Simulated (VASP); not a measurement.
```yaml
crystal:
  lattice:
    - [0.00000, 2.62924, 2.62924]
    - [2.62924, 0.00000, 2.62924]
    - [2.62924, 2.62924, 0.00000]
  atoms:
    - { symbol: Cu, position: [0.00000, 0.00000, 0.00000] }
    - { symbol: Cl, position: [0.25000, 0.25000, 0.25000] }
```

These are HSEsol screened hybrid, VASP's PBE PAW potentials (set 64) (plane waves; VASP) values and carry that method's errors. Settings: 520 eV cut-off, 6×6×6 Γ-centred mesh, Gaussian smearing of 0.050 eV, potentials Cu Cl.

Q: What does the run give for the energy per atom (σ→0), pressure, band gap (on the k-mesh) with the smallest direct gap where there is one?

A: 
```
Quantity                                      Value
-----------------------------------  --------------
band gap (on the k-mesh)                    2.35 eV
smallest direct gap (on the k-mesh)         2.35 eV
energy per atom (σ→0)                -4.027 eV/atom
pressure                                   2.92 GPa
```

Total energies compare only between runs with the same potentials, cut-off and functional.

The compound is CuCl in the zinc blende structure. This cell is one point of a volume scan, at 0.91 of the reference volume. The cell's shape comes from a PBE relaxation.
